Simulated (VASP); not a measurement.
Level of theory: PBEsol GGA, VASP's PBE PAW potentials (set 64) (plane waves; VASP).

VASP input:

INCAR:
```
ALGO=Normal
EDIFF=1E-7
EDIFFG=-0.01
ENCUT=600
GGA=PS
IBRION=2
ISIF=3
ISMEAR=0
LASPH=.TRUE.
LCHARG=.FALSE.
LREAL=.FALSE.
LWAVE=.FALSE.
NELM=100
NSW=40
PREC=Accurate
PSTRESS=100
SIGMA=0.05
SYSTEM=NaF
```

### KPOINTS
```
Automatic mesh
0
Gamma
10 10 10
0 0 0
```

POSCAR:
```
NaF
1
    0.0000000000     2.2034783671     2.2034783671
    2.2034783671    -0.0000000000     2.2034783671
    2.2034783671     2.2034783671     0.0000000000
Na F
1 1
Direct
  0.0000000000   0.0000000000   1.0000000000
  0.5000000000   0.5000000000   0.5000000000
```

POTCAR, in this order: Na_pv F (PBE.64 set). Program: vasp_std.

What VASP printed:

**OSZICAR**
```
       N       E                     dE             d eps       ncg     rms          rms(c)
DAV:   1     0.121998888067E+03    0.12200E+03   -0.89848E+03  1037   0.177E+03
DAV:   2    -0.300630740170E+01   -0.12501E+03   -0.11657E+03  1142   0.406E+02
DAV:   3    -0.937377709684E+01   -0.63675E+01   -0.63477E+01  1184   0.916E+01
DAV:   4    -0.943506681886E+01   -0.61290E-01   -0.61281E-01  1154   0.941E+00
DAV:   5    -0.943568392896E+01   -0.61711E-03   -0.61710E-03  1160   0.967E-01    0.496E+00
DAV:   6    -0.868510604767E+01    0.75058E+00   -0.29882E+00  1280   0.202E+01    0.172E+00
DAV:   7    -0.867166130234E+01    0.13445E-01   -0.29902E-02  1058   0.269E+00    0.101E+00
DAV:   8    -0.866928093140E+01    0.23804E-02   -0.20188E-02  1061   0.361E+00    0.113E-01
DAV:   9    -0.866977955687E+01   -0.49863E-03   -0.35672E-03  1256   0.697E-01    0.805E-02
DAV:  10    -0.866968244771E+01    0.97109E-04   -0.43449E-04  1119   0.330E-01    0.146E-02
DAV:  11    -0.866968230692E+01    0.14079E-06   -0.30536E-05  1169   0.854E-02    0.534E-03
DAV:  12    -0.866968224337E+01    0.63552E-07   -0.18847E-06  1091   0.166E-02    0.237E-03
DAV:  13    -0.866968216336E+01    0.80007E-07   -0.20704E-07  1121   0.503E-03
   1 F= -.73341763E+01 E0= -.73341763E+01  d E =-.733418E+01
       N       E                     dE             d eps       ncg     rms          rms(c)
DAV:   1    -0.867278623453E+01   -0.31040E-02   -0.93287E-03  1208   0.170E+00    0.170E-01
DAV:   2    -0.867236418451E+01    0.42205E-03   -0.15600E-03  1184   0.441E-01    0.474E-02
DAV:   3    -0.867233168461E+01    0.32500E-04   -0.46796E-05  1178   0.193E-01    0.238E-02
DAV:   4    -0.867231877645E+01    0.12908E-04   -0.90035E-06  1163   0.116E-01    0.319E-03
DAV:   5    -0.867231822747E+01    0.54898E-06   -0.12401E-06  1204   0.213E-02    0.834E-04
DAV:   6    -0.867231809589E+01    0.13158E-06   -0.15058E-07   766   0.828E-03    0.386E-04
DAV:   7    -0.867231806996E+01    0.25936E-07   -0.10490E-08   547   0.155E-03
   2 F= -.73342043E+01 E0= -.73342043E+01  d E =-.280029E-04
```

### OUTCAR
```
------------------------ aborting loop because EDIFF is reached ----------------------------------------
  FORCE on cell =-STRESS in cart. coord.  units (eV):
  Direction    XX          YY          ZZ          XY          YZ          ZX
  --------------------------------------------------------------------------------------
  Total        1.3395682      1.3395682      1.3395682      0.0000000      0.0000000      0.0000000
  in kB      100.1086993    100.1086993    100.1086993      0.0000000      0.0000000      0.0000000
  external PRESSURE =       0.1086993 kB  Pullay stress =     100.0000000 kB
  volume of cell :       21.44
      direct lattice vectors                 reciprocal lattice vectors
     0.000000000  2.204911712  2.204911712    -0.226766449  0.226766449  0.226766449
     2.204911712 -0.000000000  2.204911712     0.226766449 -0.226766449  0.226766449
     2.204911712  2.204911712  0.000000000     0.226766449  0.226766449 -0.226766449
  FREE ENERGIE OF THE ION-ELECTRON SYSTEM (eV)
  ---------------------------------------------------
  free  energy   TOTEN  =        -8.6723180700 eV

  energy  without entropy=       -8.6723180700  energy(sigma->0) =       -8.67231807
  enthalpy is  TOTEN    =        -7.3342043411 eV   P V=        1.3381137289

 reached required accuracy - stopping structural energy minimisation
```
(Selected blocks of OUTCAR.)

**CONTCAR**
```
NaF
   1.00000000000000
     0.0000000000000000    2.2049117123832538    2.2049117123832538
     2.2049117123832538   -0.0000000000000000    2.2049117123832538
     2.2049117123832538    2.2049117123832538    0.0000000000000000
  Na              F
     1     1
Direct
     0.0000000000000000    0.0000000000000000    1.0000000000000000
     0.5000000000000000    0.5000000000000000    0.5000000000000000
```

The compound is NaF in the rock salt structure. This run relaxes it under an external pressure of 10 GPa. Symmetry was kept, so distortions that lower it aren't found.
